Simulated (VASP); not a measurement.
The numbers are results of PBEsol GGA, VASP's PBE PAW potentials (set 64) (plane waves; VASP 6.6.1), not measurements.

The input files of a VASP run:

**POSCAR**
```
TiHg
1.0
  3.0090000000   0.0000000000   0.0000000000
  0.0000000000   3.0090000000   0.0000000000
  0.0000000000   0.0000000000   4.0410000000
Hg Ti
1 1
Cartesian
  0.0225223650  -0.0053740740   0.0146243790
  1.4819776350   1.5098740740   2.0058756210
```

**KPOINTS**
```
K-points
0
G
9 9 7
```

**INCAR**
```
ALGO = Normal
EDIFF = 1E-6
EDIFFG = -0.01
ENCUT = 300
GGA = PS
IBRION = 2
ISIF = 3
ISMEAR = 0
LASPH = T
LCHARG = F
LMAXMIX = 6
LREAL = F
LWAVE = F
NELM = 100
NSW = 50
PREC = Accurate
SIGMA = 0.05
SYSTEM = TiHg
```

POTCAR, in this order: Hg Ti_sv (PBE.64 set). Program: vasp_std.

The run wrote:

### OSZICAR
```
...
DAV:   5    -0.915756242543E+01    0.18155E-05   -0.64333E-05 12152   0.612E-02    0.194E-02
DAV:   6    -0.915756713501E+01   -0.47096E-05   -0.11909E-05 12504   0.232E-02    0.827E-03
DAV:   7    -0.915756757778E+01   -0.44277E-06   -0.11590E-06  5464   0.113E-02
  11 F= -.91575676E+01 E0= -.91555279E+01  d E =-.185076E-03
       N       E                     dE             d eps       ncg     rms          rms(c)
DAV:   1    -0.915908674465E+01   -0.15196E-02   -0.95950E-02  9392   0.427E+00    0.316E-01
DAV:   2    -0.915793591110E+01    0.11508E-02   -0.83789E-03  9176   0.949E-01    0.112E-01
DAV:   3    -0.915768559394E+01    0.25032E-03   -0.10346E-03 13384   0.271E-01    0.802E-02
DAV:   4    -0.915764904553E+01    0.36548E-04   -0.18894E-04 13544   0.124E-01    0.333E-02
DAV:   5    -0.915764498935E+01    0.40562E-05   -0.34677E-05 12072   0.448E-02    0.142E-02
DAV:   6    -0.915764554654E+01   -0.55719E-06   -0.65813E-06 11928   0.170E-02
  12 F= -.91576455E+01 E0= -.91554937E+01  d E =-.263044E-03
       N       E                     dE             d eps       ncg     rms          rms(c)
DAV:   1    -0.915862590492E+01   -0.98092E-03   -0.49766E-02  9648   0.281E+00    0.217E-01
DAV:   2    -0.915798095088E+01    0.64495E-03   -0.19214E-03  9088   0.422E-01    0.941E-02
DAV:   3    -0.915778027111E+01    0.20068E-03   -0.37227E-04 12472   0.160E-01    0.276E-02
DAV:   4    -0.915777087408E+01    0.93970E-05   -0.36609E-05  9896   0.597E-02    0.111E-02
DAV:   5    -0.915777049933E+01    0.37475E-06   -0.22962E-06  8608   0.141E-02
  13 F= -.91577705E+01 E0= -.91557306E+01  d E =-.124953E-03
       N       E                     dE             d eps       ncg     rms          rms(c)
DAV:   1    -0.916209986606E+01   -0.43290E-02   -0.24741E-01  9640   0.627E+00    0.482E-01
DAV:   2    -0.915890845974E+01    0.31914E-02   -0.97308E-03  9088   0.944E-01    0.210E-01
DAV:   3    -0.915790460346E+01    0.10039E-02   -0.18393E-03 12440   0.356E-01    0.642E-02
DAV:   4    -0.915785989412E+01    0.44709E-04   -0.16268E-04  9632   0.123E-01    0.273E-02
DAV:   5    -0.915785780768E+01    0.20864E-05   -0.15528E-05 12104   0.350E-02    0.168E-02
DAV:   6    -0.915785740586E+01    0.40182E-06   -0.26053E-06  7176   0.159E-02
  14 F= -.91578574E+01 E0= -.91560641E+01  d E =-.211859E-03
       N       E                     dE             d eps       ncg     rms          rms(c)
DAV:   1    -0.915822987676E+01   -0.37207E-03   -0.21012E-02  9568   0.183E+00    0.139E-01
DAV:   2    -0.915795757333E+01    0.27230E-03   -0.81336E-04  9104   0.277E-01    0.624E-02
DAV:   3    -0.915786801794E+01    0.89555E-04   -0.16875E-04 12400   0.109E-01    0.191E-02
DAV:   4    -0.915786517450E+01    0.28434E-05   -0.14168E-05  9720   0.375E-02    0.891E-03
DAV:   5    -0.915786486632E+01    0.30818E-06   -0.20665E-06  7616   0.130E-02
  15 F= -.91578649E+01 E0= -.91560047E+01  d E =-.219320E-03
       N       E                     dE             d eps       ncg     rms          rms(c)
DAV:   1    -0.915798341693E+01   -0.11824E-03   -0.22395E-02  9680   0.218E+00    0.901E-02
DAV:   2    -0.915797295560E+01    0.10461E-04   -0.13161E-03  9088   0.336E-01    0.399E-02
DAV:   3    -0.915793885238E+01    0.34103E-04   -0.79085E-05 13096   0.797E-02    0.142E-02
DAV:   4    -0.915793734874E+01    0.15036E-05   -0.75934E-06  9808   0.285E-02    0.681E-03
DAV:   5    -0.915793722625E+01    0.12249E-06   -0.11760E-06  5296   0.936E-03
  16 F= -.91579372E+01 E0= -.91561178E+01  d E =-.723599E-04
       N       E                     dE             d eps       ncg     rms          rms(c)
DAV:   1    -0.915819725351E+01   -0.25990E-03   -0.11103E-01  9696   0.485E+00    0.200E-01
DAV:   2    -0.915815090717E+01    0.46346E-04   -0.65245E-03  9088   0.748E-01    0.890E-02
DAV:   3    -0.915798219410E+01    0.16871E-03   -0.38713E-04 13280   0.177E-01    0.310E-02
DAV:   4    -0.915797428344E+01    0.79107E-05   -0.32010E-05  9744   0.585E-02    0.147E-02
DAV:   5    -0.915797352782E+01    0.75562E-06   -0.53426E-06 10352   0.186E-02
  17 F= -.91579735E+01 E0= -.91562386E+01  d E =-.108661E-03
       N       E                     dE             d eps       ncg     rms          rms(c)
DAV:   1    -0.915798802570E+01   -0.13742E-04   -0.34523E-03  9664   0.854E-01    0.361E-02
DAV:   2    -0.915798636615E+01    0.16596E-05   -0.20255E-04  9088   0.132E-01    0.162E-02
DAV:   3    -0.915798094047E+01    0.54257E-05   -0.12574E-05 12960   0.318E-02    0.543E-03
DAV:   4    -0.915798052697E+01    0.41350E-06   -0.96810E-07  4872   0.108E-02
  18 F= -.91579805E+01 E0= -.91562321E+01  d E =-.115661E-03
       N       E                     dE             d eps       ncg     rms          rms(c)
DAV:   1    -0.915801370569E+01   -0.32765E-04   -0.18879E-02  9672   0.200E+00    0.823E-02
DAV:   2    -0.915800532003E+01    0.83857E-05   -0.11081E-03  9088   0.309E-01    0.369E-02
DAV:   3    -0.915797610463E+01    0.29215E-04   -0.67651E-05 13256   0.736E-02    0.130E-02
DAV:   4    -0.915797430157E+01    0.18031E-05   -0.56342E-06  9464   0.247E-02    0.625E-03
DAV:   5    -0.915797394201E+01    0.35956E-06   -0.85526E-07  4920   0.798E-03
  19 F= -.91579739E+01 E0= -.91561913E+01  d E =-.109076E-03
       N       E                     dE             d eps       ncg     rms          rms(c)
DAV:   1    -0.915799552809E+01   -0.21227E-04   -0.66572E-03  9672   0.119E+00    0.494E-02
DAV:   2    -0.915799196315E+01    0.35649E-05   -0.39053E-04  9088   0.183E-01    0.221E-02
DAV:   3    -0.915798151858E+01    0.10445E-04   -0.23726E-05 13272   0.437E-02    0.758E-03
DAV:   4    -0.915798115870E+01    0.35987E-06   -0.19275E-06  7352   0.147E-02
  20 F= -.91579812E+01 E0= -.91562188E+01  d E =-.116292E-03
       N       E                     dE             d eps       ncg     rms          rms(c)
DAV:   1    -0.915798275204E+01   -0.12335E-05   -0.55764E-04  9688   0.344E-01    0.141E-02
DAV:   2    -0.915798230076E+01    0.45128E-06   -0.32836E-05  9104   0.530E-02    0.659E-03
DAV:   3    -0.915798139458E+01    0.90618E-06   -0.19428E-06  7624   0.129E-02
  21 F= -.91579814E+01 E0= -.91562248E+01  d E =-.116528E-03
       N       E                     dE             d eps       ncg     rms          rms(c)
DAV:   1    -0.915890403250E+01   -0.92173E-03   -0.29694E-02 10008   0.244E+00    0.241E-01
DAV:   2    -0.915803838983E+01    0.86564E-03   -0.47804E-03  9864   0.747E-01    0.679E-02
DAV:   3    -0.915796825860E+01    0.70131E-04   -0.55254E-04 13392   0.190E-01    0.589E-02
DAV:   4    -0.915796864106E+01   -0.38245E-06   -0.57098E-05 13016   0.638E-02    0.287E-02
DAV:   5    -0.915797373404E+01   -0.50930E-05   -0.17827E-05 14888   0.255E-02    0.132E-02
DAV:   6    -0.915797575084E+01   -0.20168E-05   -0.94810E-06 12856   0.147E-02    0.383E-03
DAV:   7    -0.915797553978E+01    0.21106E-06   -0.35405E-07  4560   0.565E-03
  22 F= -.91579755E+01 E0= -.91562359E+01  d E =0.585480E-05
       N       E                     dE             d eps       ncg     rms          rms(c)
DAV:   1    -0.915823825601E+01   -0.26251E-03   -0.80085E-03  9880   0.127E+00    0.124E-01
DAV:   2    -0.915800317793E+01    0.23508E-03   -0.12664E-03  9832   0.387E-01    0.351E-02
DAV:   3    -0.915798485632E+01    0.18322E-04   -0.14287E-04 13416   0.969E-02    0.301E-02
DAV:   4    -0.915798612046E+01   -0.12641E-05   -0.14748E-05 13088   0.323E-02    0.146E-02
DAV:   5    -0.915798867067E+01   -0.25502E-05   -0.47190E-06 13184   0.135E-02    0.678E-03
DAV:   6    -0.915799043565E+01   -0.17650E-05   -0.26319E-06 11216   0.774E-03    0.210E-03
DAV:   7    -0.915799045972E+01   -0.24074E-07   -0.14340E-07  4544   0.346E-03
  23 F= -.91579905E+01 E0= -.91562423E+01  d E =-.906515E-05
```

**OUTCAR**
```
------------------------ aborting loop because EDIFF is reached ----------------------------------------
  FORCE on cell =-STRESS in cart. coord.  units (eV):
  Direction    XX          YY          ZZ          XY          YZ          ZX
  --------------------------------------------------------------------------------------
  Total       -0.0054977     -0.0052255      0.0037092      0.0006800     -0.0004644      0.0012227
  in kB       -0.2464134     -0.2342153      0.1662530      0.0304771     -0.0208139      0.0548025
  external PRESSURE =      -0.1047919 kB  Pullay stress =       0.0000000 kB
  volume of cell :       35.75
      direct lattice vectors                 reciprocal lattice vectors
     3.017293419 -0.000081391 -0.000086141     0.331422856  0.000008898  0.000010629
    -0.000081007  3.017251016  0.000034026     0.000008940  0.331427513 -0.000003891
    -0.000125929  0.000046097  3.926406360     0.000007271 -0.000002872  0.254685814
 POSITION                                       TOTAL-FORCE (eV/Angst)
 -----------------------------------------------------------------------------------
      3.01674      0.00007      3.92623         0.002985     -0.000698      0.000900
      1.50897      1.50851      1.96327        -0.002985      0.000698     -0.000900
 -----------------------------------------------------------------------------------
    total drift:                               -0.000013      0.000005      0.000023
  FREE ENERGIE OF THE ION-ELECTRON SYSTEM (eV)
  ---------------------------------------------------
  free  energy   TOTEN  =        -9.1579904597 eV

  energy  without entropy=       -9.1544940624  energy(sigma->0) =       -9.15624226

 reached required accuracy - stopping structural energy minimisation
```
(Selected blocks of OUTCAR.)

CONTCAR:
```
TiHg
   1.00000000000000
     3.0172934192422232   -0.0000813910760532   -0.0000861405322749
    -0.0000810065542489    3.0172510160414912    0.0000340255917397
    -0.0001259294919982    0.0000460972705482    3.9264063602457981
  Hg              Ti
     1     1
Direct
     0.9998576629890683    0.0000332655092543    0.9999761669967034
     0.5001423370109317    0.4999667344907458    0.5000238330032966
```

At this cut-off the stress carries a Pulay error, which pulls relaxed volumes low. Energy and stress use the plane-wave basis of the starting cell.

The structure comes from a measured TiHg entry of the Crystallography Open Database, whose conditions weren't checked. In the starting cell atoms are displaced from their ideal sites. This run relaxes it. The run is one of a series of settings (EDIFFG = -0.01, IBRION = 2, ISIF = 3, NSW = 50 against the base run), some of them coarse on purpose.
